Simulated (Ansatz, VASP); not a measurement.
# Cross-check of Hf (Hafnium) between VASP and Ansatz

Wanted: the spread between two codes on one cell, functional and k mesh. The cell is taken from a series of runs on this material, whose earlier steps may have relaxed, scaled, displaced or heated it; both programs get it as it stands.

Program: Ansatz 0.2.0. Level of theory: plane waves, with VASP 6.6.1 beside it; zone-centre phonons at PBEsol. Results are calculated unless marked as measured.

## Step 1: Set-up

Symmetry: P6_3/mmc, No. 194, hexagonal system. Conventional cell: a = 3.160 Å, b = 3.160 Å, c = 4.995 Å, α = 90.00°, β = 90.00°, γ = 120.00°. Nearest to Hf lie 12 Hf at 3.09 to 3.16 Å.

## Step 2: Ansatz: zone-centre phonons, PBEsol

Ansatz runs on its PAW soft_1 files.

Second derivatives magnify differences that forces hide, and they need a tight electronic threshold.

input.yaml reads:

```yaml
crystal:
  lattice:
    - [3.1604220834, 0.0, 0.0]
    - [-1.5802110417, 2.7370058109, 0.0]
    - [0.0, 0.0, 4.9953798872]
  atoms:
    - { symbol: Hf, position: [0.3333333333, 0.6666666667, 0.25] }
    - { symbol: Hf, position: [0.6666666667, 0.3333333333, 0.75] }
kpoints:
  mp_grid: { grid: [15, 15, 8] }
hamiltonian:
  xc: pbesol
  pseudopotentials: { kind: paw, azcp: { folder: soft_1 }, xc_functional: pbe }
scf:
  occupations: { method: methfessel_paxton, width: 0.2 }
output:
  eigenvalues: true
phonons:
  method: dfpt
```

On the command line:

```
$ ansatz run input.yaml --threads 4 --pin off --max-ram 10240MiB --backend cpu --events-out ev --progress --plain --runs-dir out
```

Numbers of over 12 decimals in the logs are rounded to 6 here.

Output:

```text
zone centre: on kpoints.mp_grid the ground state, and the responses unless they are solved on pairs of k-points, stand on 320 of the mesh's 1800 k-points, reduced under 4 symmetry operations, with k and −k counted as one. Each operation leaves every solved displacement unchanged or reverses it
Engine: ansatz 0.2.0, x86_64-unknown-linux-gnu
Pseudopotentials: kind: paw
Pseudopotential: Hf, paw, valence charge 26, recommended cutoff 420 eV (normal), soft_1/Hf.paw.azcp
Functional definition: PBEsol
  exchange = pbesol_x
  correlation = pbesol_c
Crystal: 2 atoms, lattice volume = 43.211 Å³
Basis set: ecut = 420 eV, 845 PW (Γ), exchange–correlation on 48×48×72 points (8 copies of the dense FFT grid, shifted against one another)
Bands: 32, of which v1, the nominal top of the filled ones, is band 26 counted from 1 (25 counted from 0)
Symmetry: 24 space group operations
k-points: 320 of 1800 (irreducible under 4 space group operations, time reversal used)
Non-local potential: Hf, projectors of the file, l = 0: 3, l = 1: 2, l = 2: 2, l = 3: 3
PAW form: soft (Blöchl's): semilocal exchange-correlation on the pseudo side does not see the compensation charge
PAW frozen core: Hf, regenerated for the run's functional, and the local potential with it (the file was generated under x = pbe(κ = 0.804, μ = 0.219515), c = pbe(β = 0.066725))
PAW one-centre angular grid: Hf, 590 points (default); XC on 64 Gauss nodes
Initial density: superposition of atomic densities (chi_scale 0.1, normalization cell)
Initial wavefunctions: pseudopotential atomic-orbital guess
Functional: x = pbesol(κ = 0.804, μ = 0.123457), c = pbesol(β = 0.046)
SCF iter   1: F=—  HF=-31197.854150 eV  |F-HF|=—  |Δ(HF+E_count)|=         —  Δρ=3.62e-2  dr2=6.75e-1  ethr=3.10e-3  ⟨swp⟩=4.9  Hψ=34823  notcnv=0
preconditioner: auto → Kerker (q_TF=auto, 2.814 Å⁻¹)  [metal: Δε(μ)=0.014 eV  Ē_g=16.893 eV  σ=0.200 eV  W_gap=0.06  n_scr=22 (ndim 8)  ℏωp=39.1 eV  f_vac=0.000  D(μ)=1.26/eV (n_scr^D=8)]
SCF iter   2: F=—  HF=-31197.705797 eV  |F-HF|=—  |Δ(HF+E_count)|=   1.48e-1  S|Δr|=    0.00e0  Δρ=2.27e-2  dr2=2.62e-1  ethr=1.30e-3  ⟨swp⟩=3.0  Hψ=20150  notcnv=0  defer=141
SCF iter   3: F=—  HF=-31197.651502 eV  |F-HF|=—  |Δ(HF+E_count)|=   5.43e-2  S|Δr|=    0.00e0  Δρ=9.67e-3  dr2=4.77e-2  ethr=5.04e-4  ⟨swp⟩=2.0  Hψ=15980  notcnv=0  defer=138
SCF iter   4: F=—  HF=-31197.603227 eV  |F-HF|=—  |Δ(HF+E_count)|=   4.83e-2  S|Δr|=    0.00e0  Δρ=3.07e-3  dr2=2.00e-3  ethr=9.17e-5  ⟨swp⟩=2.0  Hψ=18445  notcnv=0  defer=138
SCF iter   5: F=—  HF=-31197.604319 eV  |F-HF|=—  |Δ(HF+E_count)|=   1.09e-3  S|Δr|=    0.00e0  Δρ=6.54e-4  dr2=1.75e-4  ethr=3.84e-6  ⟨swp⟩=2.2  Hψ=14820  notcnv=0  defer=135
SCF iter   6: F=—  HF=-31197.604480 eV  |F-HF|=—  |Δ(HF+E_count)|=   1.61e-4  S|Δr|=    0.00e0  Δρ=1.40e-4  dr2=6.66e-6  ethr=3.37e-7  ⟨swp⟩=2.1  Hψ=18520  notcnv=0  defer=135
SCF iter   7: F=—  HF=-31197.604491 eV  |F-HF|=—  |Δ(HF+E_count)|=   1.01e-5  S|Δr|=    0.00e0  Δρ=3.23e-5  dr2=4.63e-7  ethr=1.28e-8  ⟨swp⟩=2.3  Hψ=18738  notcnv=0  defer=135
SCF iter   8: F=—  HF=-31197.604493 eV  |F-HF|=—  |Δ(HF+E_count)|=   2.21e-6  S|Δr|=    0.00e0  Δρ=6.29e-6  dr2=1.83e-8  ethr=8.90e-10  ⟨swp⟩=2.3  Hψ=14356  notcnv=0  defer=150
SCF iter   9: F=—  HF=-31197.604493 eV  |F-HF|=—  |Δ(HF+E_count)|=   4.05e-9  S|Δr|=    0.00e0  Δρ=1.22e-6  dr2=5.15e-10  ethr=3.51e-11  ⟨swp⟩=2.4  Hψ=18358  notcnv=0  defer=150
SCF iter  10: F=—  HF=-31197.604493 eV  |F-HF|=—  |Δ(HF+E_count)|=  1.46e-11  S|Δr|=    0.00e0  Δρ=2.45e-7  dr2=2.14e-11  ethr=1.00e-12  ⟨swp⟩=2.5  Hψ=18255  notcnv=0  defer=150
SCF iter  11: F=-31197.604493 eV  HF=-31197.604493 eV  |F-HF|=7.28e-12  |Δ(HF+E_count)|=  1.09e-11  S|Δr|=    0.00e0  Δρ=6.69e-8  dr2=9.45e-13  ethr=1.00e-12  ⟨swp⟩=10.3  Hψ=60017  notcnv=0
the search or the solves at the SCF's close seem to have found levels that the self-consistency loop had missed (the run counts 3). By its estimate they hold under 1e-12 electrons; where the run keeps them, the occupations were computed again with them
SCF 1 converged in 11 iterations: F = -31197.604493 eV  dr2 = 9.45e-13
  greatest PAW one-centre occupation: 0.998 electrons in one spin orbital (limit 2), on the Hf atom at site 1 (counted from 0), in its partial waves of l = 0
DFPT response loops at Γ: preconditioner auto → Kerker (q_TF=auto, 2.814 Å⁻¹) (partly filled bands, converged f_vac=0.000); β = 1.00, the filter's whole step (`scf.mixing.beta` (0.50) is not read by the response loops under this deck's `scf.mixing.preconditioner`; to damp them name `kerker` or `kerker_dos`, under which they read `scf.mixing.beta`, and type it under 1.00, their step now; both keys bind the ground state too); Broyden in place of MSR1
SCF converged after 11 iterations
Stability not checked: this state was not tested for a lower state beside it, because cold or Methfessel-Paxton smearing, or corrected tetrahedra, fill the levels in a way that the test cannot read (fill_not_monotonic; see scf.lower_state_search)
Free energy (F): -31197.604493 eV
Harris-Foulkes:  -31197.604493 eV  (|F-HF|=7.28e-12)
Internal energy: -31197.608536 eV  (E = F + TS)
E sigma→0 (E₀):  -31197.605503 eV
Entropy (-TS):   0.004043 eV (2.021 meV/atom)
Fermi energy:    18.722717 eV
--- Per-component energies (eV) ---
  E_band       = 14.759848
  E_kinetic    = 820.879778
  E_local      = -12450.322087  (includes V_loc(G=0)·N_el)
  E_nonlocal   = 129.171668
  E_hartree    = 6073.628824
  E_xc         = -529.937067
  E_vxc        = -510.096109  (∫ρ·V_xc dr)
  E_paw        = -15151.025019  (= ΣΔE_a)
  E_vpaw       = -122.131222  (= ΣTr[D̂ρ^β])
  E_aug_tail   = 0.000185  (compensation charges beyond the density's cutoff)
  E_ewald      = -10092.506930
  E_core_change = 2.502112  (= ΣΔE_core)
  E_smearing   = 0.004043  (= −TS)
  E_closure    = -0.000000  (closes the sum)
  Σ components = -31197.604493   (vs F -31197.604493, Δ=0.00e0)
--- Band table (eV; the first three rows and the last of 320) ---
  k-point 0: bands = [... 22 lower, 11.2024, 14.8796, 19.5086, 19.8692, 19.8692, 20.1738, 20.7321, 20.7321, ... 2 higher]
  k-point 1: bands = [... 22 lower, 11.3531, 14.8144, 19.2827, 19.7815, 19.7815, 20.0433, 20.6060, 20.6060, ... 2 higher]
  k-point 2: bands = [... 22 lower, 11.7878, 14.5567, 18.8689, 19.6560, 19.6560, 19.6948, 20.3110, 20.3110, ... 2 higher]
  k-point 319: bands = [... 22 lower, 15.7391, 15.7391, 17.9192, 17.9192, 18.6870, 18.6870, 20.9647, 20.9647, ... 2 higher]
--- Phonons (Γ-DFPT): 2 representative perturbations + reference, on 320 of 1800 k-points (Σ response iterations 6) ---
  k mesh reduced under 4 symmetry operations, with k and −k counted as one. Each operation leaves every solved displacement unchanged or reverses it
  ASR residual: 3.199e-5 → 0.000e0 eV/Å²; symmetrization residual: 4.633e-12 eV/Å²
  ASR residual per site (eV/Å²): 3.20e-5 3.20e-5
  Γ frequencies (cm⁻¹): 0.00 0.00 0.00 79.25 79.25 105.96
  non-analytic LO–TO correction: not included (Born effective charges unavailable; polar crystals: no LO–TO splitting at Γ)
```

Reading the cycles: dr2 is the Hartree energy of the density residual (eV), the measure of convergence; HF is the Harris–Foulkes estimate of the energy, which meets the free energy F at convergence.

## Step 3: VASP: zone-centre phonons, PBEsol

The same cell, functional, mesh and smearing now go to VASP, with its own data sets.

Lines of VASP's logs that name or quote its potential files are left out, and so is its time.

INCAR reads:

```
SYSTEM = Hf
PREC = Accurate
ENCUT = 500
EDIFF = 1E-08
NELM = 120
ISMEAR = 1
SIGMA = 0.2
LREAL = .FALSE.
ALGO = Normal
GGA = PS
NBANDS = 16
LASPH = .TRUE.
LORBIT = 11
LWAVE = .FALSE.
LCHARG = .FALSE.
ISIF = 2
IBRION = 8
GGA_COMPAT = .FALSE.
KPAR = 2
```

POSCAR reads:

```
Hf
1.0
    3.1604220834      0.0000000000      0.0000000000
   -1.5802110417      2.7370058109      0.0000000000
    0.0000000000      0.0000000000      4.9953798872
Hf
2
Direct
    0.3333333333      0.6666666667      0.2500000000
    0.6666666667      0.3333333333      0.7500000000
```

KPOINTS reads:

```
Automatic mesh
0
Gamma
15 15 8
0 0 0
```

PAW data sets: Hf_pv (PBE family, release 64).

On the command line:

```
$ mpirun -np 2 vasp_std
```

Output:

```text
[banner, memory and clock lines left out]
running    2 mpi-ranks, on    1 nodes
 distrk:  each k-point on    1 cores,    2 groups
 distr:  one band on    1 cores,    1 groups

 POSCAR found type information on POSCAR Hf
 POSCAR found :  1 types and       2 ions
|                                                                             |
|               ----> ADVICE to this user running VASP <----                  |
|                                                                             |
|     You enforced a specific xc type in the INCAR file but a different       |
|     [... a line on the potential file left out ...]
|     I HOPE YOU KNOW WHAT YOU ARE DOING!                                     |
|                                                                             |

 LDA part: xc-table for (Slater+PW92), standard interpolation
 POSCAR, INCAR and KPOINTS ok, starting setup
 FFT: planning ... GRIDC
 FFT: planning ... GRID_SOFT
 FFT: planning ... GRID
 WAVECAR not read
 entering main loop
       N       E                     dE             d eps       ncg     rms          rms(c)
DAV:   1     0.450355921216E+02    0.45036E+02   -0.11222E+04  4336   0.115E+03
DAV:   2    -0.202318689836E+02   -0.65267E+02   -0.63859E+02  5696   0.249E+02
DAV:   3    -0.217502742225E+02   -0.15184E+01   -0.15133E+01  5760   0.260E+01
DAV:   4    -0.217615768681E+02   -0.11303E-01   -0.11299E-01  5376   0.275E+00
DAV:   5    -0.217617115312E+02   -0.13466E-03   -0.13465E-03  5672   0.249E-01    0.670E+01
DAV:   6    -0.212103867115E+02    0.55132E+00   -0.49679E-01  5192   0.470E+00    0.397E+01
DAV:   7    -0.210154932004E+02    0.19489E+00   -0.82607E-01  5304   0.582E+00    0.188E+00
DAV:   8    -0.210052531740E+02    0.10240E-01   -0.52334E-02  4992   0.158E+00    0.348E-01
DAV:   9    -0.210053557330E+02   -0.10256E-03   -0.11177E-03  5960   0.245E-01    0.193E-01
DAV:  10    -0.210053462429E+02    0.94901E-05   -0.44499E-05  5128   0.481E-02    0.194E-01
DAV:  11    -0.210053476071E+02   -0.13642E-05   -0.43312E-06  5832   0.149E-02    0.125E-02
DAV:  12    -0.210053476775E+02   -0.70424E-07   -0.40857E-07  5040   0.439E-03    0.396E-03
DAV:  13    -0.210053476281E+02    0.49458E-07   -0.13411E-08  4128   0.916E-04    0.152E-03
DAV:  14    -0.210053476073E+02    0.20747E-07   -0.12044E-09  3024   0.294E-04    0.261E-04
DAV:  15    -0.210053476043E+02    0.30445E-08   -0.18735E-10  2800   0.111E-04
   1 F= -.21005348E+02 E0= -.21006669E+02  d E =0.396512E-02
 Linear response reoptimize wavefunctions to high precision
DAV:   1    -0.210053476035E+02    0.80354E-09   -0.38273E-11  2960   0.523E-05
DAV:   2    -0.210053476035E+02    0.14552E-10   -0.69842E-12  2656   0.232E-05
 Linear response DOF=           2
 Linear response progress:
  Degree of freedom:   1/  2
       N       E                     dE             d eps       ncg     rms          rms(c)
RMM:   1    -0.201241207575E+00   -0.20124E+00    0.45967E+00 18593   0.120E+01
RMM:   2    -0.206755952812E+00   -0.55147E-02   -0.38400E-02 27725   0.122E+00    0.569E-01
RMM:   3    -0.205904392516E+00    0.85156E-03   -0.44549E-03 34738   0.268E-01    0.124E-01
RMM:   4    -0.205527566953E+00    0.37683E-03   -0.49942E-04 41147   0.923E-02    0.186E-01
RMM:   5    -0.205085359137E+00    0.44221E-03   -0.44534E-05 37621   0.421E-02    0.174E-02
RMM:   6    -0.204998515421E+00    0.86844E-04   -0.42047E-05 42658   0.149E-02    0.307E-02
RMM:   7    -0.205001921912E+00   -0.34065E-05   -0.40336E-05 38245   0.706E-03    0.427E-02
RMM:   8    -0.204992254613E+00    0.96673E-05   -0.70820E-06 39217   0.324E-03    0.810E-03
RMM:   9    -0.204991624148E+00    0.63047E-06   -0.12435E-05 42247   0.913E-04    0.285E-03
RMM:  10    -0.204992009179E+00   -0.38503E-06   -0.56710E-06 41619   0.265E-04    0.265E-04
RMM:  11    -0.204992249380E+00   -0.24020E-06   -0.32992E-06 40736   0.151E-04    0.590E-04
RMM:  12    -0.204992243395E+00    0.59841E-08   -0.16446E-06 41204   0.700E-05    0.413E-05
RMM:  13    -0.204992290324E+00   -0.46929E-07   -0.90326E-07 40788   0.393E-05    0.915E-05
RMM:  14    -0.204992302152E+00   -0.11827E-07   -0.44815E-07 38454   0.264E-05    0.788E-06
RMM:  15    -0.204992311077E+00   -0.89249E-08   -0.24926E-07 34318   0.211E-05    0.995E-06
RMM:  16    -0.204992316225E+00   -0.51483E-08   -0.14252E-07 29722   0.183E-05    0.681E-06
RMM:  17    -0.204992317475E+00   -0.12500E-08   -0.87825E-08 26092   0.168E-05    0.466E-07
 first order change of Fermi-energy  -0.25531E-05
 force on displaced ion       1 direction 1 :  -2.079  -0.000   0.000
 Linear response progress:
  Degree of freedom:   2/  2
       N       E                     dE             d eps       ncg     rms          rms(c)
RMM:   1    -0.242967836033E+00   -0.24297E+00    0.48646E+00  6426   0.124E+01
RMM:   2    -0.253352075631E+00   -0.10384E-01   -0.44568E-02  9565   0.126E+00    0.725E-01
RMM:   3    -0.252516942882E+00    0.83513E-03   -0.36475E-03 11211   0.288E-01    0.205E-01
RMM:   4    -0.252283435838E+00    0.23351E-03   -0.28416E-04 13374   0.100E-01    0.203E-01
RMM:   5    -0.251992568829E+00    0.29087E-03    0.11687E-04 12912   0.442E-02    0.487E-02
RMM:   6    -0.251898713945E+00    0.93855E-04   -0.12462E-05 11555   0.202E-02    0.444E-02
RMM:   7    -0.251916079851E+00   -0.17366E-04    0.71711E-06 12695   0.628E-03    0.186E-02
RMM:   8    -0.251919823180E+00   -0.37433E-05    0.35644E-05 13273   0.306E-03    0.387E-03
RMM:   9    -0.251910704874E+00    0.91183E-05    0.12321E-05 13263   0.171E-03    0.198E-03
RMM:  10    -0.251910320763E+00    0.38411E-06    0.89283E-06 13372   0.493E-04    0.523E-04
RMM:  11    -0.251910738045E+00   -0.41728E-06    0.36154E-06 13527   0.200E-04    0.105E-04
RMM:  12    -0.251910772028E+00   -0.33984E-07    0.21085E-06 14207   0.671E-05    0.529E-05
RMM:  13    -0.251911012660E+00   -0.24063E-06   -0.54957E-07 13072   0.331E-05    0.210E-05
RMM:  14    -0.251910919555E+00    0.93104E-07    0.51947E-07 13680   0.200E-05    0.831E-06
RMM:  15    -0.251911061574E+00   -0.14202E-06   -0.98289E-07 12087   0.133E-05    0.116E-06
RMM:  16    -0.251911020395E+00    0.41179E-07   -0.51027E-07  9716   0.107E-05    0.623E-07
RMM:  17    -0.251911036707E+00   -0.16312E-07   -0.68879E-07  8280   0.961E-06    0.935E-07
RMM:  18    -0.251911044920E+00   -0.82130E-08   -0.75168E-07  7733   0.914E-06    0.207E-07
RMM:  19    -0.251911046108E+00   -0.11878E-08   -0.78376E-07  7204   0.887E-06    0.150E-07
RMM:  20    -0.251911048480E+00   -0.23720E-08   -0.78058E-07  6777   0.872E-06    0.114E-07
RMM:  21    -0.251911050380E+00   -0.19008E-08   -0.82622E-07  6367   0.865E-06    0.133E-07
RMM:  22    -0.251911049802E+00    0.57859E-09   -0.79559E-07  6078   0.862E-06    0.848E-08
 first order change of Fermi-energy  -0.15379E-03
 force on displaced ion       1 direction 3 :  -0.000   0.000  -3.548
 Linear response finished
```

(Continued in part 2 of 2.)

[Lines on the potential files, build, host, timing and source positions are cut from VASP's logs without a mark.]

[Logs are printed without paths, hosts, clocks, repeated set-up lines and the standing remarks that a program may print on its own settings, such as how far it seeks lower states.]

[Hosts, paths, dates, database ids (printed as entryN), source tags and the programs' standing remarks are cut or masked in the printed files.]
